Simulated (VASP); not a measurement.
```
KMgF3
1.0
    3.63513     0.00000     0.00000
    0.00000     3.63513     0.00000
    0.00000     0.00000     3.63513
K Mg F
1 1 3
Direct
  0.00000   0.00000   0.00000
  0.50000   0.50000   0.50000
  0.50000   0.00000   0.50000
  0.00000   0.50000   0.50000
  0.50000   0.50000   0.00000
```

Computed with LDA (Ceperley-Alder, Perdew-Zunger), VASP's LDA PAW potentials (set 64) (plane waves; VASP). Run with 620 eV cut-off, 6×6×6 Γ-centred mesh, Gaussian smearing of 0.050 eV, potentials K_sv Mg F.

What does the run give for the energy per atom (σ→0), pressure, band gap (on the k-mesh) with the smallest direct gap where there is one?

- band gap (on the k-mesh) = 9.45 eV
- smallest direct gap (on the k-mesh) = 9.72 eV
- energy per atom (σ→0) = -5.252 eV/atom
- pressure = 29.98 GPa

The compound is KMgF3 in the cubic perovskite structure. It was relaxed first under an external pressure of 30 GPa.
